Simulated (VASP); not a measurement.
# H5C4N in VASP: a series of runs, part 2 of 2

VASP 6.6.1.

## 4. Single point, PBE+D3(BJ)

Input file INCAR:

```
ALGO = Normal
EDIFF = 1E-6
ENCUT = 520
GGA = PE
ISIF = 2
ISMEAR = -1
IVDW = 12
LASPH = T
LCHARG = T
LELF = T
LREAL = Auto
LVHAR = T
LWAVE = F
NBANDS = 60
NELM = 100
PREC = Accurate
SIGMA = 0.05
```

Input file KPOINTS:

```
k-points
0
Gamma
  1 1 1
```

Input file POSCAR:

```
H5C4N
1.0
    7.5119810000      0.0000000000      0.0000000000
    0.0000000000      7.5119810000      0.0000000000
    0.0000000000      0.0000000000      7.5119810000
C H N
12 15 3
Direct
    0.1886586241      0.2721252889      0.1813769231
    0.2158951148      0.2413611004      0.0264244545
    0.5143649857      0.6650575927      0.7515993451
    0.3869951215      0.5822698433      0.6991231740
    0.9137003941      0.8731518357      0.4183849773
    0.8938654131      0.7153905208      0.4039014476
    0.4636326956      0.8812056367      0.3792075619
    0.3882198318      1.0253620184      0.4918942154
    0.7690248418      0.2692898185      0.8238040006
    0.8478722191      0.2930385474      0.6508536164
    1.1024388906      0.7664156765      0.9915360542
    0.9438788517      0.8450899969      0.9181333126
    0.2694495633      0.2214861832     -0.0987489186
    0.1687171466      0.3279827252      0.3109565905
    0.2802190261      0.5157893770      0.6439845894
    0.6257736807      0.7326163365      0.8215675732
    0.8893925584      0.5747884613      0.4134195760
    0.9376488040      1.0172682812      0.4311911865
    0.4465000644      0.8913893685      0.2317231633
    0.5982576367      0.8855586829      0.3852911769
    0.4255868059      0.7427734442      0.4289547591
    0.7131141572      0.3910286781      0.8506810654
    0.6789021431      0.1526228567      0.8279041174
    0.8723797358      0.2414143486      0.9369432644
    1.2028917539      0.8695842016      0.9883411579
    1.0987514479      0.7659497541      1.1358654927
    1.1377824305      0.6276107461      0.9583091331
    0.3519843833      1.1503756466      0.5717932460
    0.9051141104      0.2944363145      0.5039283246
    0.8204759836      0.9059128344      0.8479520915
```

Potentials or basis: VASP PAW PBE potentials, release 64 (C, H, N).

The run is started by

```sh
cat potpaw_PBE.64/C/POTCAR potpaw_PBE.64/H/POTCAR potpaw_PBE.64/N/POTCAR > POTCAR
mpirun -np 1 vasp_gam > vasp.out
```

OUTCAR:

```text
EDIFF = 1E-6
   ENCUT = 520
   GGA = PE
   ISIF = 2
   ISMEAR = -1
   IVDW = 12
   LASPH = T
   LREAL = Auto
   NELM = 100
   PREC = Accurate
 IVDW          = 12

 ion  position               nearest neighbor table
   1  0.189  0.272  0.181-  14 1.07   2 1.20
   2  0.216  0.241  0.026-  13 1.03   1 1.20
   3  0.514  0.665  0.752-  16 1.11   4 1.21
   4  0.387  0.582  0.699-  15 1.03   3 1.21
   5  0.914  0.873  0.418-  18 1.10   6 1.20
   6  0.894  0.715  0.404-  17 1.06   5 1.20
   7  0.464  0.881  0.379-  20 1.01  19 1.12  21 1.14   8 1.49
   8  0.388  0.025  0.492-  28 1.15   7 1.49
   9  0.769  0.269  0.824-  22 1.03  23 1.11  24 1.17  10 1.44
  10  0.848  0.293  0.651-  29 1.18   9 1.44
  11  0.102  0.766  0.992-  25 1.08  26 1.08  27 1.10  12 1.44
  12  0.944  0.845  0.918-  30 1.16  11 1.44
  13  0.269  0.221  0.901-   2 1.03
  14  0.169  0.328  0.311-   1 1.07
  15  0.280  0.516  0.644-   4 1.03
  16  0.626  0.733  0.822-   3 1.11
[... 234 lines left out ...]
 cond. band min:       1.8153483908   @ k =   0.0000   0.0000   0.0000
 fundamental gap:      5.4940183999
 Fermi energy:        -2.4676152197

 k-point     1 :       0.0000    0.0000    0.0000
  band No.  band energies     occupation
      1     -19.7889      2.00000
      2     -19.5974      2.00000
      3     -19.4908      2.00000
      4     -16.1308      2.00000
      5     -15.9008      2.00000
      6     -15.6727      2.00000
[... 43 lines left out ...]
     50       3.1473      0.00000
     51       3.1743      0.00000
 [bands above 51 left out]

------------------------ aborting loop because EDIFF is reached ----------------------------------------

 Edisp (eV)   -1.45621

 E8    (eV) :    -0.3527

  FORCE on cell =-STRESS in cart. coord.  units (eV):
  Direction    XX          YY          ZZ          XY          YZ          ZX
  --------------------------------------------------------------------------------------
  -------------------------------------------------------------------------------------
  Total       6.70189     3.52601     0.55577    -1.06945     1.79061    -1.08992
  in kB      25.33052    13.32695     2.10060    -4.04210     6.76779    -4.11949
  external pressure =       13.59 kB  Pullay stress =        0.00 kB

 VOLUME and BASIS-vectors are now :
 -----------------------------------------------------------------------------
  energy-cutoff  :      520.00
  volume of cell :      423.90
      direct lattice vectors                 reciprocal lattice vectors
     7.511981000  0.000000000  0.000000000     0.133120677  0.000000000  0.000000000
     0.000000000  7.511981000  0.000000000     0.000000000  0.133120677  0.000000000
     0.000000000  0.000000000  7.511981000     0.000000000  0.000000000  0.133120677

 POSITION                                       TOTAL-FORCE (eV/Angst)
 -----------------------------------------------------------------------------------
      1.41720      2.04420      1.36250        -0.012992      0.657999      0.353830
      1.62180      1.81310      0.19850        -0.010102      0.162463      1.046891
      3.86390      4.99590      5.64600         0.729016      0.171734      1.106778
      2.90710      4.37400      5.25180         1.134152      0.688885      0.441820
      6.86370      6.55910      3.14290         0.512599      1.832730      0.113694
      6.71470      5.37400      3.03410         0.198458     -0.472551      0.196740
[... 22 lines left out ...]
      6.79920      2.21180      3.78550        -0.607736      0.379396      1.787399
      6.16340      6.80520      6.36980        -0.289117     -0.096706      0.031772
 -----------------------------------------------------------------------------------
    total drift:                               -0.009041      0.013469      0.017684

  FREE ENERGIE OF THE ION-ELECTRON SYSTEM (eV)
  ---------------------------------------------------
  free  energy   TOTEN  =      -179.6953567800 eV

  energy  without entropy=     -179.6953567799  energy(sigma->0) =     -179.69535678
```

OSZICAR:

```text
N       E                     dE             d eps       ncg     rms          rms(c)
DAV:   1     0.549905480219E+03    0.54991E+03   -0.37768E+04   120   0.114E+03
DAV:   2    -0.128897293822E+03   -0.67880E+03   -0.65711E+03   168   0.262E+02
DAV:   3    -0.197791086787E+03   -0.68894E+02   -0.68438E+02   152   0.887E+01
DAV:   4    -0.199511463324E+03   -0.17204E+01   -0.17157E+01   152   0.166E+01
DAV:   5    -0.199552401158E+03   -0.40938E-01   -0.40910E-01   160   0.233E+00    0.248E+01
DAV:   6    -0.181575620177E+03    0.17977E+02   -0.31956E+01   144   0.183E+01    0.131E+01
DAV:   7    -0.178508266541E+03    0.30674E+01   -0.95105E+00   152   0.105E+01    0.607E+00
DAV:   8    -0.178258465101E+03    0.24980E+00   -0.90199E-01   152   0.376E+00    0.263E+00
DAV:   9    -0.178232749292E+03    0.25716E-01   -0.21138E-01   152   0.161E+00    0.543E-01
DAV:  10    -0.178235260380E+03   -0.25111E-02   -0.17189E-02   136   0.561E-01    0.273E-01
DAV:  11    -0.178238679757E+03   -0.34194E-02   -0.89882E-03   128   0.363E-01    0.127E-01
DAV:  12    -0.178239165887E+03   -0.48613E-03   -0.10619E-03   128   0.146E-01    0.550E-02
DAV:  13    -0.178239212412E+03   -0.46525E-04   -0.67988E-04   128   0.105E-01    0.351E-02
DAV:  14    -0.178239174223E+03    0.38189E-04   -0.16594E-04   128   0.461E-02    0.164E-02
DAV:  15    -0.178239147749E+03    0.26474E-04   -0.38983E-05   128   0.246E-02    0.798E-03
DAV:  16    -0.178239144712E+03    0.30371E-05   -0.45857E-06   152   0.951E-03    0.365E-03
DAV:  17    -0.178239144454E+03    0.25775E-06   -0.31304E-06   128   0.716E-03
   1 F= -.17969536E+03 E0= -.17969536E+03  d E =-.871892E-10
```

Run time: 86 s. Hardware: 1 thread of Intel Xeon Platinum 8375C at 2.90GHz (Ice Lake), shared host; peak memory 0.39 GiB.

What came out:

| Property | Result |
| --- | --- |
| Free energy | -179.6954 eV |
| Pressure | 1.4 GPa |
| Largest force | 3.721 eV/Å |
| Band gap on the k mesh | 5.49 eV, direct |
| Dispersion energy per atom | -0.049 eV |

Forces in eV/Å, atoms in the order of the input:
```
C   -0.013  0.658  0.354
C   -0.010  0.162  1.047
C    0.729  0.172  1.107
C    1.134  0.689  0.442
C    0.513  1.833  0.114
C    0.198 -0.473  0.197
C   -3.333 -0.769 -0.068
C    1.333 -2.463 -2.450
C    2.098 -1.911  0.993
C    0.828 -1.068 -1.792
C   -0.047  0.246  0.989
C    0.624 -0.899  0.017
H    0.355 -0.437 -1.750
H   -0.243 -0.401  0.158
H   -1.271 -0.901 -0.640
H   -0.824 -0.311 -0.857
H   -0.222 -0.668 -0.154
H   -0.266 -0.815 -0.117
H   -0.809  0.333  0.672
H    3.375  0.199  0.740
H    0.085  1.329 -0.491
H   -1.706  2.204  0.902
H    0.039  0.662 -0.271
H   -0.857  0.379 -1.537
H    0.960 -0.047 -1.067
H   -0.935 -0.262  0.825
H   -0.033  0.659 -0.604
N   -0.804  1.616  1.422
N   -0.608  0.379  1.787
N   -0.289 -0.097  0.032
```

Stress tensor (GPa, compression positive):
```
 2.53 -0.40 -0.41
-0.40  1.33  0.68
-0.41  0.68  0.21
```

Caveat: the standard files for N, O and F lose accuracy on very short bonds.
